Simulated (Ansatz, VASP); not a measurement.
# B2Ru in two plane-wave programs, part 2 of 2

One calculation is typed for both programs; each brings its own data sets. How far apart do they land? The cell is taken from a series of runs on this material, whose earlier steps may have relaxed, scaled, displaced or heated it; both programs get it as it stands.

VASP 6.6.1 and Ansatz 0.2.0.

So far: The starting structure; VASP: relaxation of cell and atoms, PBEsol.

**3. Ansatz: relaxation of cell and atoms, PBEsol**

Level of this step: Ansatz beside VASP: Kohn-Sham DFT, plane waves, PBEsol (Ansatz).

Ansatz runs on its PAW soft_1 files.

The same cell, functional, mesh and smearing now go to Ansatz, which takes its cutoff from its data sets.

File input.yaml:

```yaml
crystal:
  lattice:
    - [2.8522404796, 0.0, 0.0]
    - [0.0, 4.6234268118, 0.0]
    - [0.0, 0.0, 4.0233514865]
  atoms:
    - { symbol: B, position: [0.0, 0.8036985303, 0.3625986249] }
    - { symbol: B, position: [0.0, 0.1963014697, 0.3625986249] }
    - { symbol: B, position: [0.5, 0.3036985303, 0.6374013751] }
    - { symbol: B, position: [0.5, 0.6963014697, 0.6374013751] }
    - { symbol: Ru, position: [0.0, 0.0, 0.8487757238] }
    - { symbol: Ru, position: [0.5, 0.5, 0.1512242762] }
kpoints:
  mp_grid: { grid: [12, 8, 12] }
hamiltonian:
  xc: pbesol
  pseudopotentials: { kind: paw, azcp: { folder: soft_1 }, xc_functional: pbe }
scf:
  occupations: { method: methfessel_paxton, width: 0.2 }
output:
  forces: true
  stress: true
  eigenvalues: true
relax:
  adjacent_minimum: "off"
  f_tol: 0.001
  max_steps: 60
  cell: { stress_tol: 0.01 }
```

Launch:

```
$ ansatz run input.yaml --threads 16 --pin off --max-ram 61440MiB --backend cuda --events-out ev --progress --plain --runs-dir out
```

Numbers of over 12 decimals in the logs are rounded to 6 here.

The program printed:

```text
Engine: ansatz 0.2.0, aarch64-unknown-linux-gnu
Pseudopotentials: kind: paw
Pseudopotential: B, paw, valence charge 3, recommended cutoff 420 eV (normal), soft_1/B.paw.azcp
Pseudopotential: Ru, paw, valence charge 16, recommended cutoff 420 eV (normal), soft_1/Ru.paw.azcp
Functional definition: PBEsol
  exchange = pbesol_x
  correlation = pbesol_c
[...]
Crystal: 6 atoms, lattice volume = 53.056 Å³
Basis set: ecut = 420 eV, 1043 PW (Γ), exchange–correlation on 40×64×54 points (8 copies of the dense FFT grid, shifted against one another)
Bands: 28, of which v1, the nominal top of the filled ones, is band 22 counted from 1 (21 counted from 0)
Symmetry: 8 space group operations
Space group: Pmmn (ITA 59), of the structure as read, at distance tolerance 3.8e-5 Å
k-points: 245 of 1152
Non-local potential: B, projectors of the file, l = 0: 2, l = 1: 2, l = 2: 1
Non-local potential: Ru, projectors of the file, l = 0: 3, l = 1: 2, l = 2: 2, l = 3: 1
PAW form: soft (Blöchl's): semilocal exchange-correlation on the pseudo side does not see the compensation charge
PAW frozen core: B, regenerated for the run's functional, and the local potential with it (the file was generated under x = pbe(κ = 0.804, μ = 0.219515), c = pbe(β = 0.066725))
PAW frozen core: Ru, regenerated for the run's functional, and the local potential with it (the file was generated under x = pbe(κ = 0.804, μ = 0.219515), c = pbe(β = 0.066725))
PAW one-centre angular grid: B, 110 points (default); XC on 64 Gauss nodes
PAW one-centre angular grid: Ru, 590 points (default); XC on 64 Gauss nodes
Initial density: superposition of atomic densities (chi_scale 0.1, normalization cell, long waves kept (reshape's long-wave potential 0.00 eV rms))
Initial wavefunctions: pseudopotential atomic-orbital guess
[...]
Functional: x = pbesol(κ = 0.804, μ = 0.123457), c = pbesol(β = 0.046)
SCF iter   1: F=—  HF=-12252.543554 eV  |F-HF|=—  |Δ(HF+E_count)|=         —  Δρ=2.01e-1  dr2=3.53e1  ethr=3.10e-3  ⟨swp⟩=5.1  Hψ=27330  notcnv=0
preconditioner: auto → Kerker (q_TF=auto, 2.645 Å⁻¹)  [metal: Δε(μ)=0.005 eV  Ē_g=9.080 eV  σ=0.200 eV  W_gap=0.02  n_scr=14 (ndim 8)  ℏωp=27.0 eV  f_vac=0.000  D(μ)=2.43/eV (n_scr^D=20)]
SCF iter   2: F=—  HF=-12247.273543 eV  |F-HF|=—  |Δ(HF+E_count)|=    5.27e0  S|Δr|=    0.00e0  Δρ=9.59e-2  dr2=8.57e0  ethr=3.10e-3  ⟨swp⟩=2.7  Hψ=15631  notcnv=0
[...]
SCF iter   8: F=-12245.686788 eV  HF=-12245.686788 eV  |F-HF|=4.59e-9  |Δ(HF+E_count)|=   5.04e-8  S|Δr|=    0.00e0  Δρ=5.35e-6  dr2=1.54e-8  ethr=2.27e-10  ⟨swp⟩=6.1  Hψ=35400  notcnv=0
SCF 1 converged in 8 iterations: F = -12245.686788 eV  dr2 = 1.54e-8
  greatest PAW one-centre occupation: 1.000 electrons in one spin orbital (limit 2), on the Ru atom at site 5 (counted from 0), in its partial waves of l = 0
relax step   1: F+E_penalty+E_count = -12245.68678763 eV  Δ(F+E_penalty+E_count) = +0.000e0 eV  max|allowed force component| = 1.487e-2 eV/Å  Δτ_max = 0.0000 Å  P = -0.025 GPa  Ω = 53.056 Å³  (8 SCF iters, dr2 threshold 1.00e-7 eV, accepted)
[... from here on, the SCF cycles and remarks between the steps are left out ...]
relax step   2: F+E_penalty+E_count = -12245.68681693 eV  Δ(F+E_penalty+E_count) = -2.930e-5 eV  max|allowed force component| = 9.629e-3 eV/Å  Δτ_max = 0.0002 Å  P = +0.010 GPa  Ω = 53.051 Å³  energy of the carried Pulay correction = +9.377e-6 eV  (3 SCF iters, dr2 threshold 4.05e-8 eV, accepted)
relax step   3: F+E_penalty+E_count = -12245.68682120 eV  Δ(F+E_penalty+E_count) = -4.269e-6 eV  max|allowed force component| = 4.356e-3 eV/Å  Δτ_max = 0.0003 Å  P = +0.002 GPa  Ω = 53.053 Å³  energy of the carried Pulay correction = +5.591e-6 eV  (4 SCF iters, dr2 threshold 5.79e-9 eV, accepted)
relax step   4: F+E_penalty+E_count = -12245.68682450 eV  Δ(F+E_penalty+E_count) = -3.302e-6 eV  max|allowed force component| = 9.404e-4 eV/Å  Δτ_max = 0.0004 Å  P = +0.004 GPa  Ω = 53.053 Å³  energy of the carried Pulay correction = +6.206e-6 eV  (4 SCF iters, dr2 threshold 1.19e-9 eV, accepted)
relax step   5: F+E_penalty+E_count = -12245.68682377 eV  Δ(F+E_penalty+E_count) = +7.247e-7 eV  max|allowed force component| = 3.912e-4 eV/Å  Δτ_max = 0.0001 Å  P = +0.005 GPa  Ω = 53.053 Å³  energy of the carried Pulay correction = +5.239e-6 eV  (3 SCF iters, dr2 threshold 5.77e-10 eV, accepted)
relax step   6: F+E_penalty+E_count = -12245.68682278 eV  Δ(F+E_penalty+E_count) = +9.955e-7 eV  max|allowed force component| = 8.794e-5 eV/Å  Δτ_max = 0.0000 Å  P = -0.001 GPa  Ω = 53.054 Å³  energy of the carried Pulay correction = +4.163e-6 eV  (3 SCF iters, dr2 threshold 7.38e-10 eV, accepted)
relax step   7: F+E_penalty+E_count = -12245.68681825 eV  Δ(F+E_penalty+E_count) = +4.523e-6 eV  max|allowed force component| = 8.238e-5 eV/Å  Δτ_max = 0.0000 Å  P = -0.001 GPa  Ω = 53.054 Å³  stress off target by 1.06e-2 GPa  SCF on the basis re-selected at this cell (its energy is not comparable with the rows above)  (4 SCF iters)
relax step   8: F+E_penalty+E_count = -12245.68681811 eV  Δ(F+E_penalty+E_count) = +1.447e-7 eV  max|allowed force component| = 7.849e-6 eV/Å  Δτ_max = 0.0000 Å  P = -0.000 GPa  Ω = 53.054 Å³  energy of the carried Pulay correction = -1.989e-7 eV  (3 SCF iters, dr2 threshold 2.79e-10 eV, accepted)
relax step   9: F+E_penalty+E_count = -12245.68681768 eV  Δ(F+E_penalty+E_count) = +4.264e-7 eV  max|allowed force component| = 6.537e-6 eV/Å  Δτ_max = 0.0000 Å  P = -0.000 GPa  Ω = 53.054 Å³  stress off target by 1.00e-4 GPa  SCF on the basis re-selected at this cell (its energy is not comparable with the rows above)  (4 SCF iters)
basis re-selected at this cell: Δ(F+E_penalty+E_count) = +4.264e-7 eV, ΔP = +0.000 GPa vs the last step (what re-selecting the basis moved, of the pressure what is left beyond the Pulay correction that the steps carried, after the strain that the cell walked since its last selection, with what the two solves' SCF thresholds leave and, on support functions, any second-order correction that the steps lacked; it is no m [...]
SCF converged after 4 iterations
Stability not checked: this state was not tested for a lower state beside it, because cold or Methfessel-Paxton smearing, or corrected tetrahedra, fill the levels in a way that the test cannot read (fill_not_monotonic; see scf.lower_state_search)
Free energy (F): -12245.686818 eV
Harris-Foulkes:  -12245.686818 eV  (|F-HF|=0.00e0)
Internal energy: -12245.688776 eV  (E = F + TS)
E sigma→0 (E₀):  -12245.687307 eV
Entropy (-TS):   0.001958 eV (0.326 meV/atom)
Fermi energy:    17.795185 eV
--- Per-component energies (eV) ---
  E_band       = -187.740739
  E_kinetic    = 1122.308015
  E_local      = -3394.639133  (includes V_loc(G=0)·N_el)
  E_nonlocal   = 859.321277
  E_hartree    = 1198.547785
  E_xc         = -471.581981
  E_vxc        = -587.019144  (∫ρ·V_xc dr)
  E_paw        = -7180.682062  (= ΣΔE_a)
  E_vpaw       = -584.808493  (= ΣTr[D̂ρ^β])
  E_aug_tail   = 0.001177  (compensation charges beyond the density's cutoff)
  E_ewald      = -4379.529291
  E_core_change = 0.565437  (= ΣΔE_core)
  E_smearing   = 0.001958  (= −TS)
  E_closure    = 0.000000  (closes the sum)
  Σ components = -12245.686818   (vs F -12245.686818, Δ=0.00e0)
--- Forces (eV/Å), atoms counted from 1 ---
  atom   1  B      0.00000000    -0.00000575    -0.00000654
  atom   2  B      0.00000000     0.00000575    -0.00000654
  atom   3  B     -0.00000000    -0.00000575     0.00000654
  atom   4  B     -0.00000000     0.00000575     0.00000654
  atom   5  Ru     0.00000000     0.00000000     0.00000369
  atom   6  Ru    -0.00000000     0.00000000    -0.00000369
  max |Σ_I F_I| component: 0.00e0 eV/Å
--- Stress (GPa, compression-positive) ---
        0.000037       0.000000       0.000000
        0.000000      -0.000100      -0.000000
        0.000000      -0.000000      -0.000043
  P = ⅓ Tr σ = -0.0000 GPa (-0.000 kbar)
--- Band table (eV; the first three rows and the last of 245) ---
  k-point 0: bands = [... 18 lower, 14.7296, 15.6110, 15.9748, 16.6004, 17.8125, 19.6435, 21.8888, 21.9992, ... 2 higher]
  k-point 1: bands = [... 18 lower, 14.6745, 15.6802, 15.9997, 16.5393, 17.9679, 19.5675, 21.8507, 21.9901, ... 2 higher]
  k-point 2: bands = [... 18 lower, 14.4892, 15.7541, 16.0183, 16.3646, 18.4051, 19.2236, 21.5195, 21.9669, ... 2 higher]
  k-point 244: bands = [... 18 lower, 14.6070, 14.6070, 15.2371, 15.2371, 18.7318, 18.7318, 18.8683, 18.8683, ... 2 higher]
--- Relaxed structure (7 steps of the walk, 7 accepted, 2 SCFs on fresh bases) ---
  F+E_penalty+E_count = -12245.68681768 eV   max|allowed force component| = 6.537e-6 eV/Å   (the final SCF, on the basis selected at the relaxed cell)
  cell:  # Å, volume = 53.0540 Å³
    - [2.851851, 0.0, 0.0]
    - [0.0, 4.624658, 0.0]
    - [0.0, 0.0, 4.022647]
  atoms:
    - { symbol: B, position: [0.0, 0.803547, 0.362574] }
    - { symbol: B, position: [0, 0.196453, 0.362574] }
    - { symbol: B, position: [0.500000, 0.303547, 0.637426] }
    - { symbol: B, position: [0.500000, 0.696453, 0.637426] }
    - { symbol: Ru, position: [0, 0, 0.848766] }
    - { symbol: Ru, position: [0.500000, 0.500000, 0.151234] }
```

In the SCF lines HF is the Harris–Foulkes energy and dr2 the Hartree energy of the density residual, in eV; the loop may stop once dr2 is under the threshold and the program's other checks hold. Hψ counts applications of the Hamiltonian.

**4. Side by side**

Known differences besides the potentials themselves: the data sets hold 44 valence electrons in Ansatz (on its PAW soft_1 files) and 40 in VASP; the cutoff is 420 eV in Ansatz and 500 eV in VASP; Ansatz makes its cores anew for this functional, VASP keeps those of its PBE data sets; Ansatz adds a Pulay correction to the stress that steers its cell, VASP none. Total energies have different zeros and are not compared.

The two programs side by side:

```
                                         quantity  Ansatz   VASP  difference
                                      volume (Å³)   53.05  53.08     -0.05 %
edge a after relaxation, in the typed setting (Å)   2.852  2.852     -0.02 %
edge b after relaxation, in the typed setting (Å)   4.625  4.626     -0.03 %
edge c after relaxation, in the typed setting (Å)   4.023  4.023     +0.00 %
```

**5. Outcome**

| Item | Value |
| --- | --- |
| difference in volume (relaxation of cell and atoms, PBEsol) | -0.050 % |

What this shows: The difference in volume is -0.050 % (relaxation of cell and atoms, PBEsol), within the 1.2 % picked in this series as the mark of a large difference, as far as the stopping tolerances let one tell. The data sets hold unlike numbers of valence electrons (44 in Ansatz and 40 in VASP), so part of the differences comes from the potentials. 1 further run of this series is not shown here. Such differences can come from data sets, numerical settings and the points named under the comparisons, not from the functional's error against experiment.

[Lines on the potential files, build, host, timing and source positions are cut from VASP's logs without a mark.]

[Logs are printed without paths, hosts, clocks, repeated set-up lines and the standing remarks that a program may print on its own settings, such as how far it seeks lower states.]

[Hosts, paths, dates, database ids (printed as entryN), source tags and the programs' standing remarks are cut or masked in the printed files.]
